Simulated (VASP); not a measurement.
Shape and ions are relaxed at each volume.

Energy against volume of TiO2 (anatase). All values below come from PBE GGA with D3 dispersion (Becke-Johnson damping), VASP's PBE PAW potentials (set 64) (plane waves; VASP).

| V (Å³/atom) | E (eV/atom) |
|---|---|
| 10.790 | -9.17343 |
| 11.134 | -9.19188 |
| 11.478 | -9.19818 |
| 11.823 | -9.19328 |
| 12.167 | -9.17828 |

Task: Fit a third-order Birch-Murnaghan equation of state.

Result: 
```json
{
 "volume_per_atom": "11.49 Å³/atom",
 "bulk_modulus": "172 GPa",
 "pressure_derivative_of_the_bulk_modulus": "2.10"
}
```

The compound is TiO2 in the anatase structure, one of several forms; rutile is the usual stable one. It was relaxed first.
